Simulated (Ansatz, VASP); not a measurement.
# LaSi3Ir: VASP beside Ansatz, part 2 of 2

One calculation is typed for both programs; each brings its own data sets. How far apart do they land? The cell is taken from a series of VASP runs on this material, whose earlier steps may have relaxed, scaled or displaced it; both programs get it as it stands. Other levels of theory on this material are compared in a session of their own. Valence electrons are named where the data sets of a main pair hold unlike numbers.

VASP 6.6.1 and Ansatz 0.2.0.

So far: The structure; VASP: band structure, r2SCAN.

## Step 3: Ansatz: band structure, r2SCAN

Level of this step: Ansatz beside VASP: Kohn-Sham DFT, plane waves, r2SCAN (Ansatz).

Ansatz runs on its default PAW (the set named soft_2) files.

The same cell, functional, mesh and smearing now go to Ansatz, which takes its cutoff from its data sets.

Contents of input.yaml:

```yaml
crystal:
  lattice:
    - [-2.1422144909, 2.1422144909, 4.9392675698]
    - [2.1422144909, -2.1422144909, 4.9392675698]
    - [2.1422144909, 2.1422144909, -4.9392675698]
  atoms:
    - { symbol: La, position: [0.9987465008, 0.9987465008, 0.0] }
    - { symbol: Si, position: [0.7620449503, 0.2620449503, 0.5] }
    - { symbol: Si, position: [0.2620449503, 0.7620449503, 0.5] }
    - { symbol: Si, position: [0.4128039987, 0.4128039987, 0.0] }
    - { symbol: Ir, position: [0.6538596, 0.6538596, 0.0] }
hamiltonian:
  xc: r2scan
  pseudopotentials: { kind: paw }
kpoints:
  mp_grid: { grid: [6, 6, 6] }
  band_path:
    path:
      - [0.0, 0.0, 0.0]
      - [0.0, 0.0, 0.2]
      - [0.0, 0.0, 0.4]
      - [-0.01254, 0.01254, 0.5]
      - [-0.05016, 0.05016, 0.5]
      - [-0.08778, 0.08778, 0.5]
      - [-0.14818, 0.14818, 0.44587]
      - [-0.22937, 0.22937, 0.36468]
      - [-0.29703, 0.29703, 0.29703]
      - [-0.17822, 0.17822, 0.17822]
      - [-0.05941, 0.05941, 0.05941]
      - [0.06667, 0.06667, -0.06667]
      - [0.26667, 0.26667, -0.26667]
      - [0.46667, 0.46667, -0.46667]
      - [0.44587, 0.55413, -0.44587]
      - [0.36468, 0.63532, -0.36468]
      - [0.29703, 0.70297, -0.29703]
      - [0.17822, 0.62178, -0.17822]
      - [0.05941, 0.54059, -0.05941]
      - [0.03333, 0.46667, 0.03333]
      - [0.13333, 0.36667, 0.13333]
      - [0.23333, 0.26667, 0.23333]
      - [0.31667, 0.31667, 0.15825]
      - [0.41667, 0.41667, 0.02063]
      - [0.5, 0.5, -0.09405]
      - [0.5, 0.5, -0.25643]
      - [0.5, 0.5, -0.41881]
      - [0.03333, 0.03333, 0.46667]
      - [0.13333, 0.13333, 0.36667]
      - [0.25, 0.25, 0.25]
    npoints: 1
scf:
  occupations: { method: gaussian, width: 0.05 }
  n_extra_bands: 8
output:
  forces: true
  stress: true
  eigenvalues: true
```

Launch:

```
ansatz run input.yaml --threads 2 --pin off --max-ram 4608MiB --backend cpu --events-out ev --progress --plain --runs-dir out
```

Numbers of over 12 decimals in the logs are rounded to 6 here.

What it wrote:

```text
scf.n_extra_bands = 8 over 20 filled bands (N_el = 40.0): the run solves 28 bands
Engine: ansatz 0.2.0, aarch64-unknown-linux-gnu
Pseudopotentials: kind: paw
Pseudopotential: La, paw, valence charge 11, recommended cutoff 500 eV (meta_gga), La.paw.azcp
Pseudopotential: Si, paw, valence charge 4, recommended cutoff 500 eV (meta_gga), Si.paw.azcp
Pseudopotential: Ir, paw, valence charge 17, recommended cutoff 500 eV (meta_gga), Ir.paw.azcp
Functional definition: r2SCAN
  parameter k0 = 0.174
  parameter k1 = 0.065
  parameter a1 = 4.9479
  exchange = r2scan_x(k0 = k0, k1 = k1, a1 = a1)
  correlation = r2scan_c
Crystal: 5 atoms, lattice volume = 90.667 Å³
Basis set: ecut = 500 eV, 2307 PW (Γ), exchange–correlation on 180×180×180 points (64 copies of the dense FFT grid, shifted against one another)
Bands: 28, of which v1, the nominal top of the filled ones, is band 20 counted from 1 (19 counted from 0)
Symmetry: 8 space group operations
Space group: I4mm (ITA 107), of the structure as read, at distance tolerance 4.5e-5 Å
k-points: 30 of 216 (time reversal used)
Non-local potential: La, projectors of the file, l = 0: 3, l = 1: 2, l = 2: 2, l = 3: 3
Non-local potential: Si, projectors of the file, l = 0: 2, l = 1: 2, l = 2: 2
Non-local potential: Ir, projectors of the file, l = 0: 3, l = 1: 2, l = 2: 2, l = 3: 1
PAW form: soft (Blöchl's): semilocal exchange-correlation on the pseudo side does not see the compensation charge
PAW frozen core: La, regenerated for the run's functional (the file was generated under x = pbe(κ = 0.804, μ = 0.219515), c = pbe(β = 0.066725))
PAW frozen core: Si, regenerated for the run's functional (the file was generated under x = pbe(κ = 0.804, μ = 0.219515), c = pbe(β = 0.066725))
PAW frozen core: Ir, regenerated for the run's functional (the file was generated under x = pbe(κ = 0.804, μ = 0.219515), c = pbe(β = 0.066725))
PAW one-centre angular grid: La, 974 points (default); XC on 160 Gauss nodes
PAW one-centre angular grid: Si, 302 points (default); XC on 160 Gauss nodes
PAW one-centre angular grid: Ir, 590 points (default); XC on 160 Gauss nodes
Initial density: superposition of atomic densities (neutral atoms: chi_scale 0, normalization atom), corrected by the library's trained network
Initial wavefunctions: pseudopotential atomic-orbital guess
Functional: x = r2scan, c = r2scan; τ floored in thin density (d = 2e-4 eV/Å³)
SCF iter   1: F=—  HF=-20135.004832 eV  |F-HF|=—  |Δ(HF+E_count)|=         —  Δρ=1.36e-2  dr2=3.66e-1  dr2_τ=1.12e-1  ethr=1.77e-3  ⟨swp⟩=5.6  Hψ=3911  notcnv=0
preconditioner: auto → none  [insulator: Δε(μ)=0.054 eV  Ē_g=9.749 eV  σ=0.050 eV  W_gap=0.53  n_scr=14 (ndim 8)  ℏωp=21.4 eV  f_vac=0.000  D(μ)=2.42/eV (n_scr^D=14)  ε∞_Penn≈5.8]
SCF iter   2: F=—  HF=-20135.240954 eV  |F-HF|=—  |Δ(HF+E_count)|=   2.36e-1  Δρ=2.45e-2  dr2=1.24e0  dr2_τ=1.54e-1  ethr=9.15e-4  ⟨swp⟩=3.2  Hψ=1911  notcnv=0  defer=58  recentre
SCF iter   3: F=—  HF=-20135.057501 eV  |F-HF|=—  |Δ(HF+E_count)|=   1.83e-1  Δρ=4.34e-3  dr2=2.20e-2  dr2_τ=5.97e-4  ethr=9.15e-4  ⟨swp⟩=3.6  Hψ=1466  notcnv=0  defer=58
SCF iter   4: F=—  HF=-20135.057850 eV  |F-HF|=—  |Δ(HF+E_count)|=   3.50e-4  Δρ=1.21e-3  dr2=1.68e-3  dr2_τ=1.12e-4  ethr=5.50e-5  ⟨swp⟩=2.5  Hψ=1722  notcnv=0  defer=63
SCF iter   5: F=—  HF=-20135.057887 eV  |F-HF|=—  |Δ(HF+E_count)|=   3.70e-5  Δρ=6.20e-4  dr2=3.32e-4  dr2_τ=1.70e-5  ethr=4.19e-6  ⟨swp⟩=2.0  Hψ=1424  notcnv=0  defer=63
SCF iter   6: F=—  HF=-20135.057962 eV  |F-HF|=—  |Δ(HF+E_count)|=   7.41e-5  Δρ=2.09e-4  dr2=2.17e-5  dr2_τ=2.86e-6  ethr=8.31e-7  ⟨swp⟩=2.0  Hψ=1115  notcnv=0  defer=63
SCF iter   7: F=—  HF=-20135.057933 eV  |F-HF|=—  |Δ(HF+E_count)|=   2.85e-5  Δρ=5.57e-5  dr2=2.06e-6  dr2_τ=2.36e-7  ethr=5.42e-8  ⟨swp⟩=2.0  Hψ=1265  notcnv=0  defer=63
SCF iter   8: F=—  HF=-20135.057934 eV  |F-HF|=—  |Δ(HF+E_count)|=   1.06e-6  Δρ=1.56e-5  dr2=1.38e-7  dr2_τ=8.38e-9  ethr=5.15e-9  ⟨swp⟩=2.0  Hψ=1237  notcnv=0  defer=63
SCF iter   9: F=-20135.057934 eV  HF=-20135.057934 eV  |F-HF|=5.05e-9  |Δ(HF+E_count)|=   1.12e-7  Δρ=3.54e-6  dr2=8.05e-9  dr2_τ=9.28e-10  ethr=2.50e-10  ⟨swp⟩=10.3  Hψ=3765  notcnv=0
SCF 1 converged in 9 iterations: F = -20135.057934 eV  dr2 = 8.05e-9
  greatest PAW one-centre occupation: 1.000 electrons in one spin orbital (limit 2), on the Ir atom at site 4 (counted from 0), in its partial waves of l = 1
NSCF: frozen V_eff on 30 k-points
SCF converged after 9 iterations
Free energy (F): -20135.057934 eV
Harris-Foulkes:  -20135.057934 eV  (|F-HF|=5.05e-9)
Internal energy: -20135.054623 eV  (E = F + TS)
E sigma→0 (E₀):  -20135.056279 eV
Entropy (-TS):   -0.003311 eV (-0.662 meV/atom)
Fermi energy:    13.518486 eV
--- Per-component energies (eV) ---
  E_band       = -235.892462
  E_kinetic    = 942.564090
  E_local      = -2508.669906  (includes V_loc(G=0)·N_el)
  E_nonlocal   = 240.833458
  E_hartree    = 1007.118641
  E_xc         = -546.353590
  E_vxc        = -650.205014  (∫ρ·V_xc dr)
  E_paw        = -16245.786093  (= ΣΔE_a)
  E_vpaw       = -310.234105  (= ΣTr[D̂ρ^β])
  E_aug_tail   = 0.000013  (compensation charges beyond the density's cutoff)
  E_vtau       = 35.578415  (kinetic-family band-sum trace: ∫τ·v_τ [+ j·A + Jᵃ·Aᵃ] dr)
  E_ewald      = -3024.283555
  E_core_change = -0.477680  (= ΣΔE_core)
  E_smearing   = -0.003311  (= −TS)
  E_closure    = 0.000000  (closes the sum)
  Σ components = -20135.057934   (vs F -20135.057934, Δ=0.00e0)
--- Forces (eV/Å), atoms counted from 1 ---
  atom   1  La    -0.00000000     0.00000000    -0.00474861
  atom   2  Si     0.00000000     0.00000000    -0.03822234
  atom   3  Si     0.00000000     0.00000000    -0.03822234
  atom   4  Si     0.00000000    -0.00000000     0.03506374
  atom   5  Ir     0.00000000     0.00000000     0.04613080
  max |Σ_I F_I| component: 1.26e-6 eV/Å
--- Stress (GPa, compression-positive) ---
       -0.138651       0.000000      -0.000000
        0.000000      -0.138651      -0.000000
       -0.000000       0.000000      -0.195973
  P = ⅓ Tr σ = -0.1578 GPa (-1.578 kbar)
--- Band table (eV; the first three rows and the last of 30) ---
  k-point 0: bands = [... 16 lower, 10.5807, 11.7218, 11.7218, 13.4882, 13.4882, 14.7950, 15.6001, 15.8855, ... 4 higher]
  k-point 1: bands = [... 16 lower, 10.7421, 11.5614, 12.0001, 12.3785, 13.2470, 15.1071, 15.8885, 15.9432, ... 4 higher]
  k-point 2: bands = [... 16 lower, 11.0485, 11.3266, 11.3633, 11.7737, 15.2430, 15.6028, 15.8174, 15.9394, ... 4 higher]
  k-point 29: bands = [... 16 lower, 10.7681, 11.0768, 13.1406, 14.2539, 14.2539, 15.1270, 15.2171, 15.6450, ... 4 higher]
```

It took 28 s on 2 threads of Arm Neoverse N1, shared host; peak memory 0.74 GiB.

## Step 4: Differences

Known differences besides the potentials themselves: VASP keeps PBE cores, Ansatz makes them for the functional; the data sets hold 40 valence electrons in Ansatz (on its default PAW (the set named soft_2) files) and 32 in VASP; the cutoff is 500 eV in Ansatz and 400 eV in VASP. Total energies have different zeros and are not compared.

Compared:

| quantity | Ansatz | VASP | difference |
| --- | --- | --- | --- |
| pressure (GPa) | -0.16 | -0.02 | -0.14 |

At this near-relaxed geometry the largest component of a force difference is 37 meV/Å. Levels from 3 eV below to 2 eV above the Fermi level differ by 8 meV r.m.s. and 25 meV at most; each VASP level is matched to the nearest of Ansatz, which flatters the figure a little. Ansatz's pressure holds a Pulay correction of 0.04 GPa; VASP's holds none.

## Step 5: What the set-up changes

Further runs change the set-up of one program: Ansatz's method, potentials or start, or VASP's data sets, cutoff or form of LDA. The table gives Ansatz less VASP for each quantity, since a change that brings one quantity closer may part another.

| run | r.m.s. force difference (meV/Å) | pressure (GPa) |
| --- | --- | --- |
| as above | 18 | -0.14 |
| cores kept as stored | 19 | -0.26 |
| Ansatz's larger PAW set (cutoff 820 eV) | 16 | -0.067 |

## Step 6: What came out

```json
{"r.m.s. force difference (band structure, r2SCAN)": "18 meV/Å"}
```

What this shows: The r.m.s. force difference is 18 meV/Å (band structure, r2SCAN), beyond the 12 meV/Å picked in this series as the mark of a large difference. The data sets hold unlike numbers of valence electrons (40 in Ansatz and 32 in VASP), so part of the differences comes from the potentials. Band structure, r2SCAN, cores kept as stored: the difference in pressure goes from -0.14 to -0.26 GPa. Band structure, r2SCAN, Ansatz's larger PAW set (cutoff 820 eV): the difference in pressure goes from -0.14 to -0.067 GPa. 17 further runs of this series are not shown here. How closely two codes agree says nothing of how well the functional describes the real material.

[Lines on the potential files, build, host, timing and source positions are cut from VASP's logs without a mark.]

[Logs are printed without paths, hosts, clocks, repeated set-up lines and the standing remarks that a program may print on its own settings, such as how far it seeks lower states.]

[Hosts, paths, dates, database ids (printed as entryN), source tags and the programs' standing remarks are cut or masked in the printed files.]
